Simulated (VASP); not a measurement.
OSZICAR of a VASP run on La₂O₃ (a-type):

### OSZICAR
```
       N       E                     dE             d eps       ncg     rms          rms(c)
DAV:   1     0.472927777889E+03    0.47293E+03   -0.15867E+04  1352   0.251E+03
DAV:   2     0.956778654355E+02   -0.37725E+03   -0.37203E+03  1968   0.406E+02
DAV:   3    -0.286492030324E+02   -0.12433E+03   -0.12270E+03  2488   0.220E+02
DAV:   4    -0.471905835640E+02   -0.18541E+02   -0.18533E+02  2328   0.917E+01
DAV:   5    -0.482461794414E+02   -0.10556E+01   -0.10552E+01  2456   0.271E+01    0.151E+01
DAV:   6    -0.423176904216E+02    0.59285E+01   -0.56210E+01  2048   0.446E+01    0.780E+00
DAV:   7    -0.422213484840E+02    0.96342E-01   -0.64596E+00  2512   0.263E+01    0.349E+00
DAV:   8    -0.422062746380E+02    0.15074E-01   -0.52073E-01  2296   0.611E+00    0.141E+00
DAV:   9    -0.422028717680E+02    0.34029E-02   -0.94059E-02  2584   0.282E+00    0.409E-01
DAV:  10    -0.422039469045E+02   -0.10751E-02   -0.30844E-02  2296   0.121E+00    0.191E-01
DAV:  11    -0.422054880035E+02   -0.15411E-02   -0.10897E-02  2288   0.798E-01    0.176E-01
DAV:  12    -0.422056307582E+02   -0.14275E-03   -0.42634E-03  2592   0.576E-01    0.921E-02
DAV:  13    -0.422055083397E+02    0.12242E-03   -0.13500E-03  2368   0.271E-01    0.255E-02
DAV:  14    -0.422055062297E+02    0.21100E-05   -0.17651E-04  2608   0.142E-01    0.990E-03
DAV:  15    -0.422055136644E+02   -0.74347E-05   -0.41906E-05  2680   0.534E-02    0.145E-02
DAV:  16    -0.422055100261E+02    0.36382E-05   -0.16454E-05  2600   0.399E-02    0.627E-03
DAV:  17    -0.422055100571E+02   -0.30934E-07   -0.55769E-06  2680   0.215E-02    0.347E-03
DAV:  18    -0.422055098848E+02    0.17223E-06   -0.57930E-07  1704   0.649E-03    0.187E-03
DAV:  19    -0.422055098228E+02    0.62071E-07   -0.29061E-07  1408   0.516E-03
   1 F= -.42205510E+02 E0= -.42205510E+02  d E =-.422055E+02
       N       E                     dE             d eps       ncg     rms          rms(c)
DAV:   1    -0.422088613192E+02   -0.33514E-02   -0.69861E-01  2232   0.990E+00    0.346E-01
DAV:   2    -0.422096792780E+02   -0.81796E-03   -0.37657E-02  2224   0.151E+00    0.210E-01
DAV:   3    -0.422090235813E+02    0.65570E-03   -0.39547E-03  2624   0.642E-01    0.103E-01
DAV:   4    -0.422088766127E+02    0.14697E-03   -0.79435E-04  2664   0.302E-01    0.434E-02
DAV:   5    -0.422088727416E+02    0.38711E-05   -0.36148E-04  2408   0.131E-01    0.208E-02
DAV:   6    -0.422088702241E+02    0.25176E-05   -0.46154E-05  2216   0.587E-02    0.111E-02
DAV:   7    -0.422088731888E+02   -0.29647E-05   -0.35303E-05  2288   0.400E-02    0.102E-02
DAV:   8    -0.422088713168E+02    0.18720E-05   -0.13919E-05  2248   0.269E-02    0.174E-03
DAV:   9    -0.422088714457E+02   -0.12883E-06   -0.13877E-06  2224   0.969E-03    0.705E-04
DAV:  10    -0.422088714589E+02   -0.13225E-07   -0.49005E-08  1272   0.261E-03
   2 F= -.42208871E+02 E0= -.42208871E+02  d E =-.336164E-02
       N       E                     dE             d eps       ncg     rms          rms(c)
DAV:   1    -0.422090086805E+02   -0.13723E-03   -0.41473E-02  2232   0.239E+00    0.841E-02
DAV:   2    -0.422090569530E+02   -0.48272E-04   -0.22029E-03  2216   0.366E-01    0.511E-02
DAV:   3    -0.422090184287E+02    0.38524E-04   -0.23355E-04  2632   0.158E-01    0.250E-02
DAV:   4    -0.422090099942E+02    0.84345E-05   -0.45418E-05  2656   0.722E-02    0.104E-02
DAV:   5    -0.422090099196E+02    0.74616E-07   -0.21129E-05  2464   0.313E-02    0.512E-03
DAV:   6    -0.422090097036E+02    0.21600E-06   -0.31642E-06  2240   0.148E-02    0.245E-03
DAV:   7    -0.422090097853E+02   -0.81717E-07   -0.11293E-06  2120   0.778E-03    0.183E-03
DAV:   8    -0.422090097204E+02    0.64905E-07   -0.36699E-07  1312   0.566E-03
   3 F= -.42209010E+02 E0= -.42209010E+02  d E =-.349990E-02
       N       E                     dE             d eps       ncg     rms          rms(c)
DAV:   1    -0.422096900063E+02   -0.68022E-03   -0.16792E-01  1792   0.610E+00    0.190E-01
DAV:   2    -0.422100319083E+02   -0.34190E-03   -0.12066E-02  2552   0.130E+00    0.119E-01
DAV:   3    -0.422096600296E+02    0.37188E-03   -0.12810E-03  2672   0.433E-01    0.254E-02
DAV:   4    -0.422096595641E+02    0.46551E-06   -0.81367E-05  2136   0.731E-02    0.144E-02
DAV:   5    -0.422096602810E+02   -0.71682E-06   -0.10414E-05  2488   0.296E-02    0.741E-03
DAV:   6    -0.422096604837E+02   -0.20273E-06   -0.71508E-06  2328   0.187E-02    0.451E-03
DAV:   7    -0.422096602664E+02    0.21730E-06   -0.13802E-06  1928   0.934E-03    0.179E-03
DAV:   8    -0.422096602984E+02   -0.32062E-07   -0.12358E-06  1880   0.765E-03    0.115E-03
DAV:   9    -0.422096602772E+02    0.21208E-07   -0.10411E-07  1104   0.435E-03
   4 F= -.42209660E+02 E0= -.42209660E+02  d E =-.650557E-03
       N       E                     dE             d eps       ncg     rms          rms(c)
DAV:   1    -0.422099498189E+02   -0.28952E-03   -0.21519E-01  1792   0.690E+00    0.215E-01
DAV:   2    -0.422103888821E+02   -0.43906E-03   -0.15457E-02  2544   0.147E+00    0.134E-01
DAV:   3    -0.422099133575E+02    0.47552E-03   -0.16346E-03  2672   0.490E-01    0.285E-02
DAV:   4    -0.422099131820E+02    0.17545E-06   -0.10113E-04  2112   0.815E-02    0.163E-02
DAV:   5    -0.422099140795E+02   -0.89742E-06   -0.13136E-05  2512   0.335E-02    0.828E-03
DAV:   6    -0.422099143143E+02   -0.23485E-06   -0.83781E-06  2336   0.204E-02    0.487E-03
DAV:   7    -0.422099140937E+02    0.22066E-06   -0.15787E-06  1968   0.996E-03    0.190E-03
DAV:   8    -0.422099141397E+02   -0.46070E-07   -0.14916E-06  1936   0.825E-03    0.136E-03
DAV:   9    -0.422099141101E+02    0.29611E-07   -0.13878E-07  1120   0.459E-03
   5 F= -.42209914E+02 E0= -.42209914E+02  d E =-.904390E-03
       N       E                     dE             d eps       ncg     rms          rms(c)
DAV:   1    -0.422098530409E+02    0.61099E-04   -0.32973E-02  1776   0.144E+00    0.345E-02
DAV:   2    -0.422099997003E+02   -0.14666E-03   -0.16894E-03  2088   0.469E-01    0.222E-02
DAV:   3    -0.422099899061E+02    0.97942E-05   -0.58220E-05  2296   0.817E-02    0.143E-02
DAV:   4    -0.422099829016E+02    0.70045E-05   -0.48935E-05  2416   0.596E-02    0.546E-03
DAV:   5    -0.422099830874E+02   -0.18580E-06   -0.74155E-06  1936   0.215E-02    0.493E-03
DAV:   6    -0.422099828547E+02    0.23265E-06   -0.34476E-06  2416   0.137E-02    0.191E-03
DAV:   7    -0.422099829179E+02   -0.63165E-07   -0.11871E-06  1912   0.787E-03    0.229E-03
DAV:   8    -0.422099828406E+02    0.77271E-07   -0.29696E-07  1232   0.483E-03
   6 F= -.42209983E+02 E0= -.42209983E+02  d E =-.687305E-04
       N       E                     dE             d eps       ncg     rms          rms(c)
DAV:   1    -0.422097000107E+02    0.28291E-03   -0.78331E-02  1776   0.222E+00    0.534E-02
DAV:   2    -0.422100487510E+02   -0.34874E-03   -0.40166E-03  2088   0.722E-01    0.342E-02
DAV:   3    -0.422100252983E+02    0.23453E-04   -0.13808E-04  2288   0.125E-01    0.221E-02
DAV:   4    -0.422100088127E+02    0.16486E-04   -0.11569E-04  2416   0.917E-02    0.835E-03
DAV:   5    -0.422100093259E+02   -0.51320E-06   -0.17554E-05  1920   0.329E-02    0.766E-03
DAV:   6    -0.422100087538E+02    0.57212E-06   -0.77924E-06  2528   0.207E-02    0.299E-03
DAV:   7    -0.422100089176E+02   -0.16377E-06   -0.31668E-06  2008   0.125E-02    0.366E-03
DAV:   8    -0.422100087221E+02    0.19547E-06   -0.81711E-07  1656   0.737E-03    0.184E-03
DAV:   9    -0.422100087021E+02    0.19988E-07   -0.76560E-07  1672   0.633E-03
   7 F= -.42210009E+02 E0= -.42210009E+02  d E =-.945920E-04
```

Problem. Which electronic solver shows in the log?

Solution. It is blocked Davidson (ALGO = Normal, or the opening steps of other solvers). The INCAR had ALGO = Normal.

Problem. Can the final energy be trusted as converged?

Solution. The run converged. It stopped with EDIFF = 1E-7, NELM = 100, NSW = 30 and EDIFFG = -0.01 after 7 ionic steps (PW91 GGA, plane waves, VASP's PBE PAW potentials (set 64)).

The compound is La2O3 in the a-type structure. This cell is one point of a volume scan, at 1.03 of the reference volume. Symmetry was kept, so distortions that lower it aren't found.
